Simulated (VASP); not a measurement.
# LiReS3 (Pm-3m) in VASP: single point with PBE

Aim: the single point of LiReS3 with PBE.

Program: VASP 6.6.1. These are calculated values, not measurements. Logs are shortened: lines on timing, memory, paths and dates and some standing lists are left out, and cuts for length are marked.

### Step 1. The structure

It takes space group Pm-3m (No. 221, cubic). The conventional cell has a = 4.273 Å, b = 4.273 Å, c = 4.273 Å, α = 90.00°, β = 90.00°, γ = 90.00°. Li (site symmetry m-3m) has 6 S at 2.14 Å as nearest neighbours. Around Re (site symmetry m-3m) lie 12 S at 3.02 Å. S (site symmetry 4/mmm) is surrounded by 2 Li at 2.14 Å.

The cell was built by a generator and needn't be a form met in nature.

### Step 2. Single point, PBE, collinear spin, typed start

INCAR reads:

```
SYSTEM = LiReS3
ALGO = Normal
EDIFF = 1E-6
ENCUT = 520
GGA = PE
ISIF = 2
ISMEAR = 0
ISPIN = 2
LASPH = .True.
LCHARG = .False.
LMAXMIX = 4
LORBIT = 11
LREAL = .False.
LWAVE = .False.
MAGMOM = 0 0.25 0 0 0
NBANDS = 26
NELM = 150
PREC = Accurate
SIGMA = 0.1
```

KPOINTS reads:

```
k-points
0
Gamma
  10 10 10
  0 0 0
```

POSCAR reads:

```
LiReS3
1.0
    4.2725977516      0.0000000000      0.0000000000
    0.0000000000      4.2725977516      0.0000000000
    0.0000000000      0.0000000000      4.2725977516
Li Re S
1 1 3
Direct
    0.0000000000      0.0000000000      0.0000000000
    0.5000000000      0.5000000000      0.5000000000
    0.5000000000      0.0000000000      0.0000000000
    0.0000000000      0.5000000000      0.0000000000
    0.0000000000      0.0000000000      0.5000000000
```

Potentials or basis: VASP PAW PBE potentials, release 64 (Li_sv, Re, S).

Command:

```
$ cat potpaw_PBE.64/Li_sv/POTCAR potpaw_PBE.64/Re/POTCAR potpaw_PBE.64/S/POTCAR > POTCAR
$ mpirun -np 1 vasp_std > vasp.out
```

OUTCAR:

```text
SYSTEM = LiReS3
   EDIFF = 1E-6
   ENCUT = 520
   GGA = PE
   ISIF = 2
   ISMEAR = 0
   ISPIN = 2
   LASPH = .True.
   LORBIT = 11
   LREAL = .False.
   NELM = 150
   PREC = Accurate

 ion  position               nearest neighbor table
   1  0.000  0.000  0.000-   3 2.14   4 2.14   5 2.14   5 2.14   4 2.14   3 2.14
   2  0.500  0.500  0.500-   3 3.02   4 3.02   5 3.02   3 3.02   4 3.02   3 3.02   5 3.02   3 3.02
                             4 3.02   5 3.02   4 3.02   5 3.02
   3  0.500  0.000  0.000-   1 2.14   1 2.14   2 3.02   2 3.02   2 3.02   2 3.02
   4  0.000  0.500  0.000-   1 2.14   1 2.14   2 3.02   2 3.02   2 3.02   2 3.02
   5  0.000  0.000  0.500-   1 2.14   1 2.14   2 3.02   2 3.02   2 3.02   2 3.02

  LATTYP: Found a simple cubic cell.
 ALAT       =     4.2725977516

  Lattice vectors:

 A1 = (   4.2725977516,   0.0000000000,   0.0000000000)
 A2 = (   0.0000000000,   4.2725977516,   0.0000000000)
 A3 = (   0.0000000000,   0.0000000000,   4.2725977516)

Analysis of symmetry for initial positions (statically):
=====================================================================
 Subroutine PRICEL returns:
 Original cell was already a primitive cell.

 Routine SETGRP: Setting up the symmetry group for a
 simple cubic supercell.

 Subroutine GETGRP returns: Found 48 space group operations
 (whereof 48 operations were pure point group operations)
 out of a pool of 48 trial point group operations.

The static configuration has the point symmetry O_h .

Analysis of symmetry for dynamics (positions and initial velocities):
=====================================================================
 Subroutine PRICEL returns:
 Original cell was already a primitive cell.

 Routine SETGRP: Setting up the symmetry group for a
 simple cubic supercell.

 Subroutine GETGRP returns: Found 48 space group operations
 (whereof 48 operations were pure point group operations)
 out of a pool of 48 trial point group operations.

The dynamic configuration has the point symmetry O_h .

Analysis of structural, dynamic, and magnetic symmetry:
=====================================================================
 Subroutine PRICEL returns:
 Original cell was already a primitive cell.

 Routine SETGRP: Setting up the symmetry group for a
 simple cubic supercell.

 Subroutine GETGRP returns: Found 48 space group operations
 (whereof 48 operations were pure point group operations)
 out of a pool of 48 trial point group operations.

The overall configuration has the point symmetry O_h .

 Subroutine INISYM returns: Found 48 space group operations
 (whereof 48 operations are pure point group operations),
 and found     1 'primitive' translations

----------------------------------------------------------------------------------------

                                     Primitive cell

  volume of cell :      77.9967

  direct lattice vectors                    reciprocal lattice vectors
     4.272597752  0.000000000  0.000000000     0.234049648  0.000000000  0.000000000
     0.000000000  4.272597752  0.000000000     0.000000000  0.234049648  0.000000000
     0.000000000  0.000000000  4.272597752     0.000000000  0.000000000  0.234049648

  length of vectors
     4.272597752  4.272597752  4.272597752     0.234049648  0.234049648  0.234049648

  position of ions in fractional coordinates (direct lattice)
     0.000000000  0.000000000  0.000000000
     0.500000000  0.500000000  0.500000000
     0.500000000  0.000000000  0.000000000
     0.000000000  0.500000000  0.000000000
     0.000000000  0.000000000  0.500000000

  ion indices of the primitive-cell ions
   primitive index   ion index
                 1           1
                 2           2
                 3           3
                 4           4
                 5           5

----------------------------------------------------------------------------------------

 KPOINTS: k-points

Automatic generation of k-mesh.
 Grid dimensions read from file:
 generate k-points for:   10   10   10

 Generating k-lattice:

  Cartesian coordinates                     Fractional coordinates (reciprocal lattice)
     0.023404965  0.000000000  0.000000000     0.100000000  0.000000000  0.000000000
[... 39 lines left out ...]
  0.300000  0.100000  0.100000     24.000000
 [... further k-points ...]
   k-points           NKPTS =     56   k-points in BZ     NKDIM =     56   number of bands    NBANDS=     26
   number of dos      NEDOS =    301   number of ions     NIONS =      5
   total plane-waves  NPLWV =  32768
   dimension x,y,z NGX =    32 NGY =   32 NGZ =   32
   dimension x,y,z NGXF=    64 NGYF=   64 NGZF=   64
   ions per type =               1   1   3
   NGX,Y,Z   is equivalent  to a cutoff of  12.45, 12.45, 12.45 a.u.
   NGXF,Y,Z  is equivalent  to a cutoff of  24.90, 24.90, 24.90 a.u.
 SYSTEM =  LiReS3
   PREC   = accura    normal or accurate (medium, high low for compatibility)
   ISTART =      0    job   : 0-new  1-cont  2-samecut
   ICHARG =      2    charge: 1-file 2-atom 10-const
   ISPIN  =      2    spin polarized calculation?
   LNONCOLLINEAR =      F non collinear calculations
   LSORBIT =      F    spin-orbit coupling
   LASPH  =      T    aspherical Exc in radial PAW
   ENCUT  =  520.0 eV  38.22 Ry    6.18 a.u.   7.94  7.94  7.94*2*pi/ulx,y,z
   NELM   =    150;   NELMIN=  2; NELMDL= -5     # of ELM steps
   EDIFF  = 0.1E-05   stopping-criterion for ELM
   LREAL  =      F    real-space projection
   EDIFFG = 0.1E-04   stopping-criterion for IOM
   NSW    =      0    number of steps for IOM
   IBRION =     -1    ionic relax: 0-MD 1-quasi-New 2-CG
   NFREE  =      0    steps in history (QN), initial steepest desc. (CG)
   ISIF   =      2    stress and relaxation
   ISYM   =      2    0-nonsym 1-usesym 2-fastsym
   POTIM  = 0.5000    time-step for ionic-motion
   TEBEG  =    0.0;   TEEND  =   0.0 temperature during run
   PSTRESS=    0.0 pullay stress
   NELECT =      28.0000    total number of electrons
   NUPDOWN=      -1.0000    fix difference up-down
   EMIN   =  10.00;   EMAX   =-10.00  energy-range for DOS
   EFERMI =   0.00;   METHOD = LEGACY
   ISMEAR =     0;   SIGMA  =   0.10  broadening in eV -4-tet -1-fermi 0-gaus
   EFERMI_NEDOS =   21; number of points for ismear=-14 and -15
   IALGO  =     38    algorithm
   IMIX   =      4    mixing-type and parameters
     AMIX     =   0.40;   BMIX     =  1.00
     AMIX_MAG =   1.60;   BMIX_MAG =  1.00
  volume/ion in A,a.u.               =      15.60       105.27
  Fermi-wavevector in a.u.,A,eV,Ry     =   1.163507  2.198709 18.418853  1.353747
  Thomas-Fermi vector in A             =   2.300055
   LORBIT       =     11    0 simple, 1 ext, 2 COOP (PROOUT), +10 PAW based schemes
   GGA     = PE    functional components
   LHFCALC =     F    Hartree Fock is set to
   AEXX    =    0.0000 exact exchange contribution
   IVDW    =     0    specifies the selected vdW correction
   LEPSILON=     F    determine dielectric tensor
   LRPA    =     F    only Hartree local field effects (RPA)
 spin polarized calculation
 Gauss-broadening in eV      SIGMA  =   0.10
  energy-cutoff  :      520.00
  volume of cell :       78.00
 maximum number of plane-waves:      2176
 NGX is ok and might be reduce to    32
   NGX = 15   NGY = 15   NGZ = 15

 number of electron      27.9999990 magnetization       0.0319342

 number of electron      27.9999990 magnetization      -0.0007856

 Free energy of the ion-electron system (eV)
  ---------------------------------------------------
  ext. energy  EPLUGINS =         0.00000000
  ---------------------------------------------------
  free energy    TOTEN  =       -21.03447930 eV

  energy without entropy =      -21.00226728  energy(sigma->0) =      -21.01837329

 E-fermi :   5.8676     XC(G=0): -11.0101

 val. band max:        5.8575617794   @ k =   0.2000   0.1000   0.1000
 cond. band min:       5.8744578057   @ k =   0.4000   0.4000   0.3000
 fundamental gap:      0.0168960263
 Fermi energy:         5.8676362555

 spin component 1

 k-point     1 :       0.0000    0.0000    0.0000
  band No.  band energies     occupation
      1     -38.3745      1.00000
      2      -8.8175      1.00000
      3      -5.4594      1.00000
      4      -5.4594      1.00000
      5       0.4746      1.00000
      6       0.4746      1.00000
[... 685 lines left out ...]
     25      15.0776      0.00000
     26      16.5129      0.00000

 [... further k-points ...]

 spin component 2

 k-point     1 :       0.0000    0.0000    0.0000
  band No.  band energies     occupation
      1     -38.3745      1.00000
      2      -8.8174      1.00000
      3      -5.4592      1.00000
      4      -5.4592      1.00000
      5       0.4747      1.00000
      6       0.4747      1.00000
[... 685 lines left out ...]
     25      15.0776      0.00000
     26      16.5134      0.00000

 [... further k-points ...]

------------------------ aborting loop because EDIFF is reached ----------------------------------------

  FORCE on cell =-STRESS in cart. coord.  units (eV):
  Direction    XX          YY          ZZ          XY          YZ          ZX
  --------------------------------------------------------------------------------------
  -------------------------------------------------------------------------------------
  Total       -1.6521408     -1.6521408     -1.6521408     -0.0000000     -0.0000000     -0.0000000
  in kB      -33.9376376    -33.9376376    -33.9376376     -0.0000000     -0.0000000     -0.0000000
  external PRESSURE =     -33.9376376 kB  Pullay stress =       0.0000000 kB

 VOLUME and BASIS-vectors are now :
 -----------------------------------------------------------------------------
  energy-cutoff  :      520.00
  volume of cell :       78.00
      direct lattice vectors                 reciprocal lattice vectors
     4.272597752  0.000000000  0.000000000     0.234049648  0.000000000  0.000000000
     0.000000000  4.272597752  0.000000000     0.000000000  0.234049648  0.000000000
     0.000000000  0.000000000  4.272597752     0.000000000  0.000000000  0.234049648

 POSITION                                       TOTAL-FORCE (eV/Angst)
 -----------------------------------------------------------------------------------
      0.00000      0.00000      0.00000         0.000000      0.000000      0.000000
      2.13630      2.13630      2.13630         0.000000      0.000000      0.000000
      2.13630      0.00000      0.00000         0.000000      0.000000      0.000000
      0.00000      2.13630      0.00000         0.000000      0.000000      0.000000
      0.00000      0.00000      2.13630         0.000000      0.000000      0.000000
 -----------------------------------------------------------------------------------
    total drift:                                0.000000      0.000000     -0.000000

  FREE ENERGIE OF THE ION-ELECTRON SYSTEM (eV)
  ---------------------------------------------------
  free  energy   TOTEN  =       -21.0344793009 eV

  energy  without entropy=      -21.0022672811  energy(sigma->0) =      -21.01837329

 total charge

# of ion       s       p       d       tot
------------------------------------------
    1        2.059   0.164   0.000   2.222
    2        0.359   0.174   4.526   5.060
    3        1.405   2.194   0.000   3.599
    4        1.405   2.194   0.000   3.599
    5        1.405   2.194   0.000   3.599
--------------------------------------------------
tot          6.632   6.921   4.526  18.080

 magnetization (x)

# of ion       s       p       d       tot
------------------------------------------
    1       -0.000  -0.000   0.000  -0.000
    2       -0.000  -0.000  -0.001  -0.001
    3        0.000   0.000   0.000   0.000
    4        0.000   0.000   0.000   0.000
    5        0.000   0.000   0.000   0.000
--------------------------------------------------
tot         -0.000   0.000  -0.001  -0.001
```

Run time: 4.9 min. Hardware: 1 thread of Intel Xeon Platinum 8488C (Sapphire Rapids), shared host; peak memory 0.32 GiB.

What came out:

```yaml
Free_energy: -21.0345 eV
Band_gap_on_the_k_mesh: none (metal or under the smearing width)
Net_moment: 0.00 μB per cell
Valence_electrons_inside_the_program's_atomic_spheres: Li 2.22; Re 5.06; S 3.60
```

Levels at points of the mesh, in eV from the Fermi level:
Spin up:
```csv
k point,band 11,band 12,band 13,band 14,band 15,band 16,band 17,band 18
"(0.00, 0.00, 0.00)",-0.90,-0.90,-0.81,-0.81,-0.81,0.05,0.16,0.16
"(0.50, 0.00, 0.00)",-1.88,-1.13,-1.13,-0.68,-0.24,1.79,1.94,1.94
"(0.50, 0.50, 0.00)",-2.62,-0.82,-0.40,0.03,0.44,1.77,1.77,1.97
"(0.50, 0.50, 0.50)",-0.12,-0.10,-0.10,-0.10,0.55,0.55,0.91,0.91
```
Spin down:
```csv
k point,band 12,band 13,band 14,band 15,band 16,band 17
"(0.00, 0.00, 0.00)",-0.90,-0.81,-0.81,-0.81,0.05,0.16
"(0.50, 0.00, 0.00)",-1.13,-1.13,-0.68,-0.24,1.79,1.94
"(0.50, 0.50, 0.00)",-0.82,-0.40,0.03,0.44,1.77,1.77
"(0.50, 0.50, 0.50)",-0.10,-0.10,-0.10,0.55,0.55,0.91
```

Caveat: the cutoff is under 1.25 times the usual one of these potentials, so pressure, stress and relaxed cells hold a basis-set (Pulay) error.
